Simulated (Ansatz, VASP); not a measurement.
# ZrTi (ZrTi in the Bh ordering): VASP beside Ansatz, part 2 of 2

One calculation is typed for both programs; each brings its own data sets. How far apart do they land? The cell is generated by rule, not measured, and may not be a known phase. Of the first pair: The cell is taken from a series of runs on this material, whose earlier steps may have relaxed, scaled, displaced or heated it; both programs get it as it stands.

VASP 6.6.1 and Ansatz 0.2.0.

So far: Set-up; VASP: relaxation of cell and atoms, PBEsol, pair 1; Ansatz: relaxation of cell and atoms, PBEsol, pair 1; Comparison.

**5. VASP: relaxation of cell and atoms, PBEsol, pair 2**

Level of this step: PBEsol; plane waves and PAW (Ti_sv, Zr_sv); invented cell (VASP).

The relaxed volume is the usual yardstick between codes: in a stiff, nearly cubic crystal its relative difference is about their pressure difference at one cell divided by the bulk modulus. Its start cell is another than that of the pair before, and may be another structure of the material.

The input, INCAR:

```
SYSTEM = ZrTi
PREC = Accurate
ENCUT = 500
EDIFF = 1E-07
NELM = 120
ISMEAR = 0
SIGMA = 0.1
LREAL = .FALSE.
ALGO = Normal
GGA = PS
NBANDS = 18
LASPH = .TRUE.
LORBIT = 11
LWAVE = .FALSE.
LCHARG = .FALSE.
ISIF = 3
IBRION = 2
NSW = 80
EDIFFG = -0.005
GGA_COMPAT = .FALSE.
NELMIN = 4
```

The input, POSCAR:

```
ZrTi
1.0
    3.0596709192     -0.0000029901      0.0000000000
   -1.5298329672      2.6497539317      0.0000000000
    0.0000000000      0.0000000000      4.8563637794
Ti Zr
1 1
Direct
    0.3333334419      0.6666666667      0.2500000998
    0.6666667752      0.3333333334      0.7500000998
```

The input, KPOINTS:

```
Automatic mesh
0
Gamma
12 12 6
0 0 0
```

PAW data sets: Ti_sv and Zr_sv (PBE family, release 64).

Command:

```bash
> mpirun -np 1 vasp_std
```

Numbers of over 12 decimals in the logs are rounded to 6 here.

What it wrote:

```text
[banner, memory and clock lines left out]
running    1 mpi-ranks, on    1 nodes
[...]
[... a notice as in an earlier step ...]

 LDA part: xc-table for (Slater+PW92), standard interpolation
 POSCAR, INCAR and KPOINTS ok, starting setup
[...]
entering main loop
       N       E                     dE             d eps       ncg     rms          rms(c)
DAV:   1     0.259492026640E+03    0.25949E+03   -0.12765E+04  2736   0.146E+03
DAV:   2     0.654515097745E+01   -0.25295E+03   -0.24841E+03  2836   0.430E+02
DAV:   3    -0.183022492119E+02   -0.24847E+02   -0.24416E+02  5090   0.109E+02
DAV:   4    -0.192674153497E+02   -0.96517E+00   -0.96420E+00  3224   0.225E+01
[...]
DAV:  14    -0.172691957862E+02    0.12781E-05   -0.81054E-06  3612   0.180E-02    0.506E-03
DAV:  15    -0.172691961888E+02   -0.40262E-06   -0.19667E-06  3374   0.820E-03    0.322E-03
DAV:  16    -0.172691961491E+02    0.39728E-07   -0.22344E-07  1798   0.334E-03
   1 F= -.17269196E+02 E0= -.17263439E+02  d E =-.172692E+02
[...]
N       E                     dE             d eps       ncg     rms          rms(c)
DAV:   1    -0.172693506127E+02   -0.15442E-03   -0.40148E-03  3284   0.705E-01    0.120E-01
DAV:   2    -0.172693498503E+02    0.76240E-06   -0.23856E-03  4010   0.326E-01    0.831E-02
DAV:   3    -0.172692085156E+02    0.14133E-03   -0.15654E-03  3554   0.163E-01    0.355E-02
DAV:   4    -0.172691900378E+02    0.18478E-04   -0.12399E-04  4362   0.747E-02    0.149E-02
DAV:   5    -0.172691931409E+02   -0.31031E-05   -0.75482E-06  3586   0.154E-02    0.780E-03
DAV:   6    -0.172691959441E+02   -0.28032E-05   -0.41776E-06  3676   0.839E-03    0.396E-03
DAV:   7    -0.172691965344E+02   -0.59032E-06   -0.27753E-07  2430   0.373E-03    0.148E-03
DAV:   8    -0.172691969955E+02   -0.46108E-06   -0.51958E-07  3648   0.341E-03    0.372E-04
DAV:   9    -0.172691969997E+02   -0.42219E-08   -0.72385E-09  1436   0.691E-04
   2 F= -.17269197E+02 E0= -.17263445E+02  d E =-.850622E-06
 trial-energy change:   -0.000001  1 .order   -0.000001   -0.000007    0.000006
 step:   0.5644(harm=  0.5644)  dis= 0.00000  next Energy=   -17.269198 (dE=-0.211E-05)
 reached required accuracy - stopping structural energy minimisation
```

Parts of OUTCAR (step 5):

```text
  Total        0.0071426      0.0071426      0.0098858     -0.0000000      0.0000000      0.0000000
  in kB        0.2908669      0.2908669      0.4025757     -0.0000000      0.0000000      0.0000000
  external PRESSURE =       0.3281032 kB  Pullay stress =       0.0000000 kB

 POSITION                                       TOTAL-FORCE (eV/Angst)
 -----------------------------------------------------------------------------------
      0.00000      1.76603      1.21385        -0.000000     -0.000000      0.000000
      1.52943      0.88302      3.64154         0.000000      0.000000     -0.000000
 -----------------------------------------------------------------------------------
    total drift:                               -0.001071      0.000010      0.000028

  FREE ENERGIE OF THE ION-ELECTRON SYSTEM (eV)
  ---------------------------------------------------
  free  energy   TOTEN  =       -17.2691969997 eV

  energy  without entropy=      -17.2576934453  energy(sigma->0) =      -17.26344522

[... 2 parts as in an earlier step ...]

[... 2 further parts left out ...]
[key lines of the parts left out:]
E-fermi :   8.9004
```

**6. Ansatz: relaxation of cell and atoms, PBEsol, pair 2**

Its own start cell and the same functional, mesh and smearing now go to Ansatz, which takes its cutoff from its data sets.

The two relaxations start from unlike cells of this crystal, so only their ends are compared.

The input, input.yaml:

```yaml
crystal:
  lattice:
    - [3.06945, 0.0, 0.0]
    - [-1.53472, 2.65822, 0.0]
    - [0.0, 0.0, 5.01241]
  atoms:
    - { symbol: Ti, position: [0.33333333, 0.66666667, 0.25] }
    - { symbol: Zr, position: [0.66666667, 0.33333333, 0.75] }
kpoints:
  mp_grid: { grid: [12, 12, 6] }
hamiltonian:
  xc: pbesol
scf:
  occupations: { method: gaussian, width: 0.1 }
output:
  forces: true
  stress: true
  eigenvalues: true
relax:
  adjacent_minimum: "off"
  f_tol: 0.005
  max_steps: 80
  cell: { stress_tol: 0.05 }
```

Command:

```bash
> ansatz run input.yaml --threads 4 --pin off --max-ram 8192MiB --backend cpu --events-out ev --progress --plain --runs-dir out
```

What it wrote:

```text
[...]
Crystal: 2 atoms, lattice volume = 40.898 Å³
Basis set: ecut = 420 eV, 785 PW (Γ), exchange–correlation on 48×48×72 points (8 copies of the dense FFT grid, shifted against one another)
Bands: 16, of which v1, the nominal top of the filled ones, is band 12 counted from 1 (11 counted from 0)
Symmetry: 12 space group operations
[...]
k-points: 76 of 864 (time reversal used)
[...]
k-point 75: bands = [... 8 lower, 12.4941, 12.5068, 13.0753, 13.1473, 13.9522, 14.1606, 15.8895, 15.9737]
--- Relaxed structure (6 steps of the walk, 5 accepted, 1 SCFs on fresh bases) ---
[...]
cell:  # Å, volume = 39.3702 Å³
    - [3.058942, -2.8768700300452255e-6, 0]
    - [-1.529469, 2.649123, 0]
    - [0, 0, 4.858411]
  atoms:
    - { symbol: Ti, position: [0.333333, 0.666667, 0.250000] }
    - { symbol: Zr, position: [0.666667, 0.333333, 0.750000] }
[key lines of the parts left out:]
SCF converged after 6 iterations
Free energy (F): -6602.383440 eV
Fermi energy:    14.082692 eV
P = ⅓ Tr σ = 0.0010 GPa (0.010 kbar)
```

**7. Side by side**

Compared:

| quantity | Ansatz | VASP | difference |
| --- | --- | --- | --- |
| volume (Å³) | 39.37 | 39.34 | +0.07 % |
| edge a after relaxation, in the typed setting (Å) | 3.059 | 3.059 | +0.00 % |
| edge c after relaxation, in the typed setting (Å) | 4.858 | 4.855 | +0.06 % |

**8. Summary of results**

```yaml
difference_in_edge_c_after_relaxation_in_the_typed_setting_relaxation_of_cell_and_atoms_pbesol_pair_1: 0.047 %
difference_in_volume_relaxation_of_cell_and_atoms_pbesol_pair_2: 0.068 %
```

**Reading.** The difference in volume is 0.068 % (relaxation of cell and atoms, PBEsol, pair 2), within the 1.2 % picked in this series as the mark of a large difference, as far as the stopping tolerances let one tell. 1 further run of this series is not shown here. How closely two codes agree says nothing of how well the functional describes the real material.

[Lines on the potential files, build, host, timing and source positions are cut from VASP's logs without a mark.]

[Logs are printed without paths, hosts, clocks, repeated set-up lines and the standing remarks that a program may print on its own settings, such as how far it seeks lower states.]

[Hosts, paths, dates, database ids (printed as entryN), source tags and the programs' standing remarks are cut or masked in the printed files.]
